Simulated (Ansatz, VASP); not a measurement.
# One calculation of CdHgS2, two programs

```
CELL_PARAMETERS angstrom
4.18085 0.00000 0.00000
0.00000 4.18085 0.00000
0.00000 0.00000 5.88430
ATOMIC_POSITIONS crystal
Cd 0.00000 0.00000 0.00000
S 0.00000 0.50000 0.24656
S 0.50000 0.00000 0.75344
Hg 0.50000 0.50000 0.50000
```

Alike in both runs: task single point; functional PBEsol; k mesh 8 × 8 × 1; no spin polarisation.

|  | VASP | Ansatz |
| --- | --- | --- |
| version | VASP 6.6.1 | Ansatz 0.2.0 |
| potentials or method | VASP PAW PBE potentials, release 64 (Cd, S, Hg) | plane waves |
| plane-wave cutoff (eV) | 520 | 420 |
| occupations | gaussian, width 0.01 eV | fixed |
| valence electrons in the cell | 36 | 52 |

```tsv
	VASP	Ansatz	Ansatz less VASP
gap on the k mesh at the Fermi level (eV)	0.17	0.17	-0.002
pressure (GPa)	-1.3	-1.6	-0.31
largest component of the traceless stress (GPa)	2.08	2.07	-0.003
rms of the force components (eV/Å)	0.017	0.017	+0.0002
```

The two sets of potentials don't hold the same shells in valence.

Caveats: the k mesh is coarse (spacing up to 1.07 Å⁻¹), so the values aren't converged; the PAW data sets were made with another functional, which shifts forces and pressure a little (VASP); spin-orbit coupling is left out, which moves the levels of the heavy elements.
